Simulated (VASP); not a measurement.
All values below come from SCAN meta-GGA, VASP's PBE PAW potentials (set 64) (plane waves; VASP 6.6.1).

A VASP calculation is set up with these files.

**POSCAR**
```
C
1
    1.2266582640    -2.1246339475     0.0000000000
    1.2266582640     2.1246339475     0.0000000000
   -0.0000000000     0.0000000000     6.8138584269
C
4
Direct
  1.0000000000   0.0000000000   0.2500000000
  1.0000000000   1.0000000000   0.7500000000
  0.3333330000   0.6666670000   0.2500000000
  0.6666670000   0.3333330000   0.7500000000
```

### KPOINTS
```
Regular mesh
0
gamma
  13 13 4
0 0 0
```

INCAR:
```
ALGO = Normal
EDIFF = 1E-6
EDIFFG = -0.02
ENCUT = 520
IBRION = 2
ISIF = 3
ISMEAR = 1
LASPH = .TRUE.
LCHARG = .FALSE.
LMIXTAU = .TRUE.
LREAL = .FALSE.
LWAVE = .FALSE.
METAGGA = SCAN
NELM = 100
NSW = 60
PREC = Accurate
SIGMA = 0.1
SYSTEM = C
```

POTCAR, in this order: C (PBE.64 set). Program: vasp_std.

The resulting files:

OUTCAR:
```
 ion  position               nearest neighbor table
   1  0.000  0.000  0.250-   3 1.42   3 1.42   3 1.42
   2  0.000  0.000  0.750-   4 1.42   4 1.42   4 1.42
   3  0.333  0.667  0.250-   1 1.42   1 1.42   1 1.42
   4  0.667  0.333  0.750-   2 1.42   2 1.42   2 1.42
  LATTYP: Found a hexagonal cell.
 ALAT       =     2.4533161043
 C/A-ratio  =     2.7774074507
 Subroutine PRICEL returns:
 Original cell was already a primitive cell.
 Subroutine GETGRP returns: Found 24 space group operations
The static configuration has the point symmetry D_3d.
 The point group associated with its full space group is D_6h.
The dynamic configuration has the point symmetry D_3d.
 Subroutine INISYM returns: Found 24 space group operations
 Subroutine IBZKPT returns following result:
 Found     63 irreducible k-points:

 Following reciprocal coordinates:
            Coordinates               Weight
  0.000000  0.000000  0.000000      1.000000
  0.076923  0.000000  0.000000      6.000000
  0.153846  0.000000  0.000000      6.000000
  0.230769  0.000000  0.000000      6.000000
  0.307692  0.000000  0.000000      6.000000
...
```

### OSZICAR
```
...
DAV:  11    -0.401423884966E+02    0.32662E+00   -0.19222E-01  1528   0.569E+00    0.139E-01
DAV:  12    -0.403179282077E+02   -0.17554E+00   -0.78177E-02  1520   0.418E+00    0.147E-01
DAV:  13    -0.403750248048E+02   -0.57097E-01   -0.35072E-02  1536   0.300E+00    0.108E-01
DAV:  14    -0.403781595880E+02   -0.31348E-02   -0.40884E-03  1676   0.952E-01    0.861E-02
DAV:  15    -0.403791435526E+02   -0.98396E-03   -0.29619E-03  1604   0.733E-01    0.293E-02
DAV:  16    -0.403800413019E+02   -0.89775E-03   -0.79430E-04  1620   0.377E-01    0.346E-02
DAV:  17    -0.403800540771E+02   -0.12775E-04   -0.61437E-05  1876   0.135E-01    0.343E-02
DAV:  18    -0.403800812546E+02   -0.27178E-04   -0.22998E-05  1768   0.534E-02    0.297E-02
DAV:  19    -0.403800908628E+02   -0.96082E-05   -0.58242E-06  1712   0.304E-02    0.274E-02
DAV:  20    -0.403801009756E+02   -0.10113E-04   -0.68180E-06  1740   0.358E-02    0.238E-02
DAV:  21    -0.403801322597E+02   -0.31284E-04   -0.31719E-05  1720   0.648E-02    0.125E-02
DAV:  22    -0.403801642428E+02   -0.31983E-04   -0.12669E-05  1728   0.472E-02    0.689E-03
DAV:  23    -0.403801705094E+02   -0.62666E-05   -0.87968E-06  1676   0.414E-02    0.220E-03
DAV:  24    -0.403801710634E+02   -0.55397E-06   -0.73785E-07  1328   0.122E-02
   1 F= -.40380171E+02 E0= -.40380204E+02  d E =-.403802E+02
       N       E                     dE             d eps       ncg     rms          rms(c)
DAV:   1    -0.403806778366E+02   -0.50733E-03   -0.15893E-02  1516   0.108E+00    0.765E-02
DAV:   2    -0.403803711635E+02    0.30667E-03   -0.50737E-04  1592   0.270E-01    0.439E-02
DAV:   3    -0.403802846830E+02    0.86480E-04   -0.91247E-04  1620   0.387E-01    0.115E-02
DAV:   4    -0.403803204418E+02   -0.35759E-04   -0.11132E-04  1616   0.167E-01    0.953E-03
DAV:   5    -0.403803503833E+02   -0.29941E-04   -0.28125E-05  1584   0.727E-02    0.251E-03
DAV:   6    -0.403803126052E+02    0.37778E-04   -0.21695E-05  1556   0.738E-02    0.136E-03
DAV:   7    -0.403803242846E+02   -0.11679E-04   -0.18416E-06  1648   0.216E-02    0.687E-04
DAV:   8    -0.403803222990E+02    0.19855E-05   -0.23562E-07  1124   0.678E-03    0.179E-04
DAV:   9    -0.403803237812E+02   -0.14822E-05   -0.18835E-07  1060   0.580E-03    0.130E-04
DAV:  10    -0.403803227152E+02    0.10660E-05   -0.46223E-08   876   0.299E-03    0.366E-05
DAV:  11    -0.403803228986E+02   -0.18335E-06   -0.53537E-09   848   0.857E-04
   2 F= -.40380323E+02 E0= -.40380356E+02  d E =-.151835E-03
       N       E                     dE             d eps       ncg     rms          rms(c)
DAV:   1    -0.403804314916E+02   -0.10878E-03   -0.40535E-03  1520   0.547E-01    0.386E-02
DAV:   2    -0.403803512826E+02    0.80209E-04   -0.12728E-04  1600   0.133E-01    0.221E-02
DAV:   3    -0.403803325145E+02    0.18768E-04   -0.22868E-04  1644   0.193E-01    0.575E-03
DAV:   4    -0.403803420890E+02   -0.95745E-05   -0.25570E-05  1616   0.798E-02    0.486E-03
DAV:   5    -0.403803585617E+02   -0.16473E-04   -0.73543E-06  1588   0.375E-02    0.123E-03
DAV:   6    -0.403803337553E+02    0.24806E-04   -0.52704E-06  1548   0.379E-02    0.667E-04
DAV:   7    -0.403803415357E+02   -0.77804E-05   -0.56680E-07  1096   0.127E-02    0.369E-04
DAV:   8    -0.403803398582E+02    0.16775E-05   -0.85211E-08  1008   0.364E-03    0.663E-05
DAV:   9    -0.403803405745E+02   -0.71630E-06   -0.31778E-08   836   0.264E-03
   3 F= -.40380341E+02 E0= -.40380374E+02  d E =-.169511E-03
       N       E                     dE             d eps       ncg     rms          rms(c)
DAV:   1    -0.403804144076E+02   -0.74549E-04   -0.10822E-03  1524   0.281E-01    0.219E-02
DAV:   2    -0.403804022995E+02    0.12108E-04   -0.39704E-05  1544   0.744E-02    0.121E-02
DAV:   3    -0.403803917634E+02    0.10536E-04   -0.48062E-05  1640   0.714E-02    0.336E-03
DAV:   4    -0.403803981895E+02   -0.64261E-05   -0.35448E-06  1616   0.269E-02    0.268E-03
DAV:   5    -0.403804041454E+02   -0.59559E-05   -0.54767E-07  1072   0.124E-02    0.754E-04
DAV:   6    -0.403803951792E+02    0.89662E-05   -0.26046E-06  1552   0.277E-02    0.708E-04
DAV:   7    -0.403803981748E+02   -0.29955E-05   -0.16556E-07   960   0.721E-03    0.445E-04
DAV:   8    -0.403803975233E+02    0.65147E-06   -0.13259E-08   816   0.149E-03
   4 F= -.40380398E+02 E0= -.40380431E+02  d E =-.569488E-04
       N       E                     dE             d eps       ncg     rms          rms(c)
DAV:   1    -0.403807147966E+02   -0.31662E-03   -0.97020E-03  1520   0.843E-01    0.656E-02
DAV:   2    -0.403806070263E+02    0.10777E-03   -0.35879E-04  1528   0.225E-01    0.361E-02
DAV:   3    -0.403805196117E+02    0.87415E-04   -0.43362E-04  1624   0.215E-01    0.102E-02
DAV:   4    -0.403805592543E+02   -0.39643E-04   -0.32270E-05  1604   0.819E-02    0.804E-03
DAV:   5    -0.403805764811E+02   -0.17227E-04   -0.56326E-06  1616   0.393E-02    0.214E-03
DAV:   6    -0.403805522657E+02    0.24215E-04   -0.26682E-05  1528   0.903E-02    0.210E-03
DAV:   7    -0.403805614416E+02   -0.91759E-05   -0.17597E-06  1144   0.234E-02    0.128E-03
DAV:   8    -0.403805600246E+02    0.14171E-05   -0.13229E-07   992   0.493E-03    0.522E-04
DAV:   9    -0.403805620456E+02   -0.20210E-05   -0.13374E-07   844   0.491E-03    0.401E-04
DAV:  10    -0.403805603026E+02    0.17430E-05   -0.45107E-08   816   0.288E-03    0.165E-04
DAV:  11    -0.403805609365E+02   -0.63389E-06   -0.48320E-09   812   0.915E-04
   5 F= -.40380561E+02 E0= -.40380594E+02  d E =-.220362E-03
       N       E                     dE             d eps       ncg     rms          rms(c)
DAV:   1    -0.403814553918E+02   -0.89509E-03   -0.38709E-02  1512   0.168E+00    0.131E-01
DAV:   2    -0.403810317548E+02    0.42364E-03   -0.14377E-03  1520   0.448E-01    0.721E-02
DAV:   3    -0.403806888536E+02    0.34290E-03   -0.17087E-03  1612   0.425E-01    0.203E-02
DAV:   4    -0.403808277523E+02   -0.13890E-03   -0.12467E-04  1608   0.161E-01    0.159E-02
DAV:   5    -0.403808548538E+02   -0.27102E-04   -0.22962E-05  1556   0.803E-02    0.409E-03
DAV:   6    -0.403808220591E+02    0.32795E-04   -0.10801E-04  1520   0.181E-01    0.403E-03
DAV:   7    -0.403808407114E+02   -0.18652E-04   -0.70383E-06  1608   0.462E-02    0.245E-03
DAV:   8    -0.403808375678E+02    0.31436E-05   -0.35926E-07  1200   0.775E-03    0.944E-04
DAV:   9    -0.403808409264E+02   -0.33585E-05   -0.33692E-07   996   0.739E-03    0.495E-04
DAV:  10    -0.403808380376E+02    0.28888E-05   -0.13142E-07   964   0.471E-03    0.209E-04
DAV:  11    -0.403808393820E+02   -0.13445E-05   -0.19386E-08   836   0.196E-03    0.911E-05
DAV:  12    -0.403808394242E+02   -0.42224E-07   -0.34748E-09   820   0.842E-04
   6 F= -.40380839E+02 E0= -.40380874E+02  d E =-.498850E-03
       N       E                     dE             d eps       ncg     rms          rms(c)
DAV:   1    -0.403836817697E+02   -0.28424E-02   -0.15362E-01  1516   0.335E+00    0.261E-01
DAV:   2    -0.403819903284E+02    0.16914E-02   -0.57762E-03  1520   0.895E-01    0.143E-01
DAV:   3    -0.403807264533E+02    0.12639E-02   -0.66741E-03  1596   0.833E-01    0.405E-02
DAV:   4    -0.403811697585E+02   -0.44331E-03   -0.48144E-04  1616   0.319E-01    0.312E-02
DAV:   5    -0.403812024240E+02   -0.32665E-04   -0.10264E-04  1532   0.172E-01    0.811E-03
DAV:   6    -0.403811816896E+02    0.20734E-04   -0.45309E-04  1520   0.365E-01    0.755E-03
DAV:   7    -0.403812257317E+02   -0.44042E-04   -0.30485E-05  1616   0.961E-02    0.442E-03
DAV:   8    -0.403812091678E+02    0.16564E-04   -0.35640E-06  1728   0.255E-02    0.166E-03
DAV:   9    -0.403812210138E+02   -0.11846E-04   -0.26872E-06  1596   0.219E-02    0.326E-04
DAV:  10    -0.403812158147E+02    0.51990E-05   -0.76901E-07  1044   0.122E-02    0.142E-04
DAV:  11    -0.403812193697E+02   -0.35550E-05   -0.20596E-07  1012   0.697E-03    0.242E-04
DAV:  12    -0.403812188455E+02    0.52425E-06   -0.22563E-08   820   0.191E-03
   7 F= -.40381219E+02 E0= -.40381254E+02  d E =-.878271E-03
```

**OUTCAR**
```
------------------------ aborting loop because EDIFF is reached ----------------------------------------
  FORCE on cell =-STRESS in cart. coord.  units (eV):
  Direction    XX          YY          ZZ          XY          YZ          ZX
  --------------------------------------------------------------------------------------
  Total        0.0123755      0.0123755      0.0433415     -0.0000000      0.0000000      0.0000000
  in kB        0.5514538      0.5514535      1.9313010     -0.0000000      0.0000000      0.0000000
  external PRESSURE =       1.0114027 kB  Pullay stress =       0.0000000 kB
  volume of cell :       35.96
      direct lattice vectors                 reciprocal lattice vectors
     1.226495569 -2.124352152 -0.000000000     0.407665558 -0.235365874  0.000000000
     1.226495569  2.124352152 -0.000000000     0.407665558  0.235365874 -0.000000000
     0.000000000  0.000000000  6.899886671     0.000000000  0.000000000  0.144929917
 POSITION                                       TOTAL-FORCE (eV/Angst)
 -----------------------------------------------------------------------------------
      0.00000      0.00000      1.72497         0.000000     -0.000000      0.000000
      0.00000      0.00000      5.17492         0.000000     -0.000000     -0.000000
      1.22650      0.70812      1.72497        -0.000000     -0.000000     -0.000000
      1.22650     -0.70812      5.17492        -0.000000      0.000000      0.000000
 -----------------------------------------------------------------------------------
    total drift:                               -0.000000     -0.000000      0.000000
  FREE ENERGIE OF THE ION-ELECTRON SYSTEM (eV)
  ---------------------------------------------------
  free  energy   TOTEN  =       -40.3812188455 eV

  energy  without entropy=      -40.3813254586  energy(sigma->0) =      -40.38125438

 reached required accuracy - stopping structural energy minimisation
```
(Selected blocks of OUTCAR.)

**CONTCAR**
```
C
   1.00000000000000
     1.2264955691932524   -2.1243521520280950   -0.0000000000000000
     1.2264955691932524    2.1243521520280950   -0.0000000000000000
     0.0000000000000000    0.0000000000000000    6.8998866707913047
  C
     4
Direct
     0.0000000000000000    0.0000000000000000    0.2500000000000000
     0.0000000000000000    0.0000000000000000    0.7500000000000000
     0.3333330000000032    0.6666669999999968    0.2500000000000000
     0.6666669999999968    0.3333330000000032    0.7500000000000000
```

The compound is C in the graphite structure. This run relaxes it. Symmetry was kept, so distortions that lower it aren't found. The start is the result of an earlier pass.
